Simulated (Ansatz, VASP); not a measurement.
## Ge2MoN4 in two plane-wave programs

Aim: how closely do two programs agree when they are given the same cell, functional and k mesh? The cell is taken from a series of runs on this material, whose earlier steps may have relaxed, scaled, displaced or heated it; both programs get it as it stands.

Method: plane waves, with VASP 6.6.1 beside it; G0W0 gap at LDA, in Ansatz 0.2.0.

### 1. Starting point

The cell holds 7 atoms: 1 Mo, 4 N and 2 Ge. Its edges and angles: a = 2.974 Å, b = 2.974 Å, c = 37.700 Å, α = 90.0°, β = 90.0°, γ = 120.0°. Vacuum lies along c.

Structure file:

```xyz
7
Lattice="2.9743 0.0000 0.0000 -1.4872 2.5759 0.0000 0.0000 0.0000 37.7000" Properties=species:S:1:pos:R:3
Mo    0.0000    0.0000   18.8500
N     0.0000    1.7172   20.0456
N     0.0000    1.7172   17.6544
N     1.4872    0.8586   22.4851
N     1.4872    0.8586   15.2149
Ge    0.0000    1.7172   21.8912
Ge    0.0000    1.7172   15.8088
```

### 2. VASP: G0W0 gap, LDA

Quasiparticle shifts depend on high empty states and on the cores, so they are the hardest test of two PAW sets.

Lines of VASP's logs that name or quote its potential files are left out, and so is its time.

The run reads the wave functions of an earlier VASP run, which isn't shown here.

File INCAR:

```
SYSTEM = Ge2MoN4
PREC = Accurate
ENCUT = 450
ISMEAR = 0
SIGMA = 0.01
LREAL = .FALSE.
GGA = CA
NBANDS = 662
LASPH = .TRUE.
ALGO = EVGW0
NELMGW = 1
ENCUTGW = 97.5
NOMEGA = 64
PRECFOCK = Fast
NBANDSGW = 39
LWAVE = .FALSE.
LCHARG = .FALSE.
```

File POSCAR:

```
Ge2MoN4
1.0
    2.9743497379      0.0000000000      0.0000000000
   -1.4871748689      2.5758624327      0.0000000000
    0.0000000000      0.0000000000     37.7000000000
Mo N Ge
1 4 2
Direct
    0.0000000000      0.0000000000      0.5000000000
    0.3333333333      0.6666666667      0.5317146755
    0.3333333333      0.6666666667      0.4682853245
    0.6666666667      0.3333333333      0.5964224723
    0.6666666667      0.3333333333      0.4035775277
    0.3333333333      0.6666666667      0.5806690192
    0.3333333333      0.6666666667      0.4193309808
```

File KPOINTS:

```
Automatic mesh
0
Gamma
6 6 1
0 0 0
```

The projector-augmented-wave data sets are Mo_sv_GW, N_GW and Ge_d_GW (LDA family, release 64).

Launch:

```sh
> export OMP_NUM_THREADS=3
> mpirun -np 1 vasp_std
```

Numbers of over 12 decimals in the logs are rounded to 6 here.

The program printed:

```text
[banner, memory and clock lines left out]
running    1 mpi-ranks, on    1 nodes
 distrk:  each k-point on    1 cores,    1 groups
 distr:  one band on    1 cores,    1 groups
 Offloading initialized ...    1 GPUs detected
 POSCAR found type information on POSCAR MoN Ge
 POSCAR found :  3 types and       7 ions
|                                                                             |
|           W    W    AA    RRRRR   N    N  II  N    N   GGGG   !!!           |
|           W    W   A  A   R    R  NN   N  II  NN   N  G    G  !!!           |
|           W    W  A    A  R    R  N N  N  II  N N  N  G       !!!           |
|           W WW W  AAAAAA  RRRRR   N  N N  II  N  N N  G  GGG   !            |
|           WW  WW  A    A  R   R   N   NN  II  N   NN  G    G                |
|           W    W  A    A  R    R  N    N  II  N    N   GGGG   !!!           |
|                                                                             |
|     The default for ENCUTGWSOFT is different in this version of VASP.       |
|     please manually set ENCUTGWSOFT =97.5 in the INCAR file.                |
|                                                                             |

 LDA part: xc-table for (Slater(with rela. corr.)+CA(PZ))
 , standard interpolation
 found WAVECAR, reading the header
 POSCAR, INCAR and KPOINTS ok, starting setup
 FFT: planning ... GRIDC
 FFT: planning ... GRID_SOFT
 FFT: planning ... GRID
 reading WAVECAR
 the WAVECAR file was read successfully
 initial charge from wavefunction
 available memory per node:   1648.70 GB, setting MAXMEM to   1688271

 The Fermi energy was updated, please check that it is located mid-gap
 values below the HOMO (VB) or above the LUMO (CB) will cause erroneous energies
 E-fermi :  -1.8991

 calculate exact exchange contribution
 the WAVEDER file was read successfully
|                                                                             |
|           W    W    AA    RRRRR   N    N  II  N    N   GGGG   !!!           |
|           W    W   A  A   R    R  NN   N  II  NN   N  G    G  !!!           |
|           W    W  A    A  R    R  N N  N  II  N N  N  G       !!!           |
|           W WW W  AAAAAA  RRRRR   N  N N  II  N  N N  G  GGG   !            |
|           WW  WW  A    A  R   R   N   NN  II  N   NN  G    G                |
|           W    W  A    A  R    R  N    N  II  N    N   GGGG   !!!           |
|                                                                             |
|     Automatic setting of frequency mesh for GW failed. Frequency mesh       |
|     properly not suitable for determining QP energies. Consider             |
|     increasing number of kpoints.                                           |
|                                                                             |

energies w=
    0.000    0.000    0.670    0.000    1.338    0.000    2.003    0.000
    2.664    0.000    3.319    0.000    3.968    0.000    4.610    0.000
    5.243    0.000    5.869    0.000    6.486    0.000    7.094    0.000
    7.695    0.000    8.287    0.000    8.872    0.000    9.450    0.000
   10.022    0.000   10.588    0.000   11.151    0.000   11.710    0.000
   12.266    0.000   12.821    0.000   13.376    0.000   13.932    0.000
   14.491    0.000   15.053    0.000   15.621    0.000   16.195    0.000
   16.779    0.000   17.372    0.000   17.977    0.000   18.597    0.000
   19.233    0.000   19.889    0.000   20.566    0.000   21.269    0.000
   22.000    0.000   22.764    0.000   23.564    0.000   24.407    0.000
   25.298    0.000   26.243    0.000   27.251    0.000   28.331    0.000
   29.494    0.000   30.752    0.000   32.123    0.000   33.623    0.000
   35.277    0.000   37.112    0.000   39.164    0.000   41.478    0.000
   44.112    0.000   47.139    0.000   50.658    0.000   54.803    0.000
   59.761    0.000   65.796    0.000   73.300    0.000   82.881    0.000
   95.525    0.000  112.961    0.000  138.507    0.000  179.451    0.000
 responsefunction array rank=     679
 LDA part: xc-table for (Slater(with rela. corr.)+CA(PZ))
 , standard interpolation

 min. memory requirement per mpi rank   3933.5 MB, per node   3933.5 MB

 allocating  64 responsefunctions rank=   679
 shmem allocating  64 responsefunctions rank=   679
 response function shared by NCSHMEM nodes    1
 Doing            64  frequencies on each core in blocks of            64
NQ=   1    0.0000    0.0000    0.0000,
|.........|.........|.........|.........|.........|.........|.........|.........
 performed       1769000 updates of chi_q(r,r)
 total number of BLAS operations       6527.77 Gflops
NQ=   2    0.1667    0.0000    0.0000,
|.........|.........|.........|.........|.........|.........|.........|.........
 performed       4571000 updates of chi_q(r,r)
 total number of BLAS operations      15942.23 Gflops
NQ=   3    0.3333    0.0000    0.0000,
|.........|.........|.........|.........|.........|.........|.........|.........
 performed       7373000 updates of chi_q(r,r)
 total number of BLAS operations      25011.24 Gflops
NQ=   4    0.5000    0.0000    0.0000,
|.........|.........|.........|.........|.........|.........|.........|.........
 performed       9710000 updates of chi_q(r,r)
 total number of BLAS operations      32247.02 Gflops
NQ=   5    0.1667    0.1667    0.0000,
|.........|.........|.........|.........|.........|.........|.........|.........
 performed      12667000 updates of chi_q(r,r)
 total number of BLAS operations      42397.65 Gflops
NQ=   6    0.3333    0.1667    0.0000,
|.........|.........|.........|.........|.........|.........|.........|.........
 performed      15934000 updates of chi_q(r,r)
 total number of BLAS operations      52477.66 Gflops
NQ=   7    0.3333    0.3333    0.0000,
|.........|.........|.........|.........|.........|.........|.........|.........
 performed      17962000 updates of chi_q(r,r)
 total number of BLAS operations      57860.45 Gflops
 resolving degeneracies of screened two electron integrals

 calculate QP shifts <psi_nk| G(iteration)W_0 |psi_nk>: iteration 1
 entering main loop
```

Parts of OUTCAR (step 2):

```text
ion  position               nearest neighbor table
   1  0.000  0.000  0.500-   2 2.09   3 2.09   2 2.09   3 2.09   2 2.09   3 2.09
   2  0.333  0.667  0.532-   6 1.85   1 2.09   1 2.09   1 2.09
   3  0.333  0.667  0.468-   7 1.85   1 2.09   1 2.09   1 2.09
   4  0.667  0.333  0.596-   6 1.82   6 1.82   6 1.82
   5  0.667  0.333  0.404-   7 1.82   7 1.82   7 1.82
   6  0.333  0.667  0.581-   4 1.82   4 1.82   4 1.82   2 1.85
   7  0.333  0.667  0.419-   5 1.82   5 1.82   5 1.82   3 1.85

  LATTYP: Found a hexagonal cell.
 ALAT       =     2.9743497379
 C/A-ratio  =    12.6750393606

 Subroutine GETGRP returns: Found 12 space group operations
 (whereof 12 operations were pure point group operations)

The static configuration has the point symmetry D_3h.

 Found      7 irreducible k-points:

   k-points           NKPTS =      7   k-points in BZ     NKDIM =     36   number of bands    NBANDS=    662

   dimension x,y,z NGX =    24 NGY =   24 NGZ =  270
   dimension x,y,z NGXF=    48 NGYF=   48 NGZF=  540

   ENCUT  =  450.0 eV  33.07 Ry    5.75 a.u.   5.14  5.14 65.21*2*pi/ulx,y,z

   NELECT =      62.0000    total number of electrons

  energy-cutoff  :      450.00
  volume of cell :      288.84
      direct lattice vectors                 reciprocal lattice vectors
     2.974349738  0.000000000  0.000000000     0.336207941  0.194109745 -0.000000000
    -1.487174869  2.575862433  0.000000000     0.000000000  0.388219490  0.000000000
     0.000000000  0.000000000 37.700000000     0.000000000 -0.000000000  0.026525199

 k-points in reciprocal lattice and weights: Automatic mesh
   0.00000000  0.00000000  0.00000000       0.028
   0.16666667  0.00000000  0.00000000       0.167
   0.33333333  0.00000000  0.00000000       0.167
   0.50000000  0.00000000  0.00000000       0.083
   0.16666667  0.16666667  0.00000000       0.167
   0.33333333  0.16666667  0.00000000       0.333
   0.33333333  0.33333333  0.00000000       0.056

 E-fermi :  -1.8991

 QP shifts <psi_nk| G(iteration)W_0 |psi_nk>: iteration 1
 for sc-GW calculations column KS-energies equals QP-energies in previous step
 and V_xc(KS)=  KS-energies - (<T + V_ion + V_H > + <T+V_H+V_ion>^1  + <V_x>^1)
 k-point   1 :       0.0000    0.0000    0.0000
  band No.  KS-energies  QP-energies   sigma(KS)   V_xc(KS)     V^pw_x(r,r')   Z            occupation Imag(sigma)
    ...
     28      -5.1900      -5.4370     -18.2827     -17.9646     -20.7956       0.7765       2.0000       0.1631
     29      -5.1900      -5.4370     -18.2827     -17.9646     -20.7956       0.7765       2.0000       0.1631
     30      -4.3953      -4.8269     -17.1833     -16.6301     -19.9328       0.7804       2.0000       0.1750
     31      -2.4078      -2.3212     -17.0117     -17.1223     -17.4673       0.7826       2.0000       0.0564
     32      -0.0783       1.3458     -13.6043     -15.3685     -10.2358       0.8071       0.0000      -0.1430
     33      -0.0100       1.5066     -13.1664     -15.0373      -9.6894       0.8106       0.0000      -0.1457
     34       0.3318       1.7275     -16.4905     -18.2899     -12.2477       0.7757       0.0000      -0.2053
     35       0.3318       1.7275     -16.4905     -18.2899     -12.2477       0.7757       0.0000      -0.2053
    ...

 k-point   2 :       0.1667    0.0000    0.0000
  band No.  KS-energies  QP-energies   sigma(KS)   V_xc(KS)     V^pw_x(r,r')   Z            occupation Imag(sigma)
    ...
     28      -5.6581      -5.9286     -17.3284     -16.9754     -20.1923       0.7662       2.0000       0.2089
     29      -5.6214      -5.8863     -18.0836     -17.7418     -20.7272       0.7748       2.0000       0.1806
     30      -4.2736      -4.6621     -17.6490     -17.1505     -20.4858       0.7795       2.0000       0.1717
     31      -2.8716      -2.8831     -17.3452     -17.3305     -18.3291       0.7783       2.0000       0.0940
     32      -0.2230       1.0906     -14.7234     -16.3823     -11.2534       0.7919       0.0000      -0.1581
     33       0.1091       1.4551     -15.2343     -16.9417     -11.1008       0.7883       0.0000      -0.1889
     34       0.2643       1.5739     -16.6122     -18.3149     -12.8906       0.7691       0.0000      -0.1938
     35       1.0099       2.4438     -16.7909     -18.6593     -12.3143       0.7674       0.0000      -0.2409
    ...

 k-point   3 :       0.3333    0.0000    0.0000
  band No.  KS-energies  QP-energies   sigma(KS)   V_xc(KS)     V^pw_x(r,r')   Z            occupation Imag(sigma)
    ...
     28      -5.5752      -6.2559     -16.7811     -15.8919     -20.0233       0.7654       2.0000       0.2548
     29      -5.3099      -5.4683     -17.7810     -17.5742     -20.6482       0.7656       2.0000       0.2006
     30      -4.5112      -4.9885     -17.4699     -16.8520     -20.4983       0.7724       2.0000       0.1910
     31      -3.7036      -3.8069     -16.6758     -16.5427     -17.9045       0.7761       2.0000       0.1312
     32       0.0484       1.3452     -15.8289     -17.4924     -12.1253       0.7796       0.0000      -0.1888
     33       0.0944       1.4055     -17.0245     -18.7314     -13.0062       0.7681       0.0000      -0.2024
     34       0.3768       1.6307     -13.2952     -14.8524      -9.2533       0.8052       0.0000      -0.1801
     35       1.2435       2.6530     -12.5818     -14.3193      -8.5645       0.8112       0.0000      -0.1933
    ...

 k-point   4 :       0.5000    0.0000    0.0000
  band No.  KS-energies  QP-energies   sigma(KS)   V_xc(KS)     V^pw_x(r,r')   Z            occupation Imag(sigma)
    ...
     28      -5.3089      -6.0000     -16.7366     -15.8335     -19.9356       0.7653       2.0000       0.2365
     29      -4.7672      -4.9224     -17.7474     -17.5456     -20.6097       0.7688       2.0000       0.1804
     30      -4.4372      -4.9631     -17.4507     -16.7676     -20.6220       0.7699       2.0000       0.1972
     31      -3.5097      -3.6470     -16.6252     -16.4497     -17.8016       0.7829       2.0000       0.1145
     32      -0.0617       1.1089     -11.9427     -13.3682      -8.0527       0.8211       0.0000      -0.1600
     33       0.1363       1.4687     -17.5106     -19.2555     -13.1846       0.7636       0.0000      -0.2201
     34       0.1899       1.4916     -16.8033     -18.5001     -12.7807       0.7672       0.0000      -0.2229
     35       0.5715       1.8733     -12.1305     -13.7225      -8.2304       0.8177       0.0000      -0.1717
    ...

[... 3 further parts left out ...]
```

This run has no spin polarisation, so a moment on Mo, if there is one, isn't seen.

(Part 1 of 2 ends here.)

[Lines on the potential files, build, host, timing and source positions are cut from VASP's logs without a mark.]

[Logs are printed without paths, hosts, clocks, repeated set-up lines and the standing remarks that a program may print on its own settings, such as how far it seeks lower states.]

[Hosts, paths, dates, database ids (printed as entryN), source tags and the programs' standing remarks are cut or masked in the printed files.]
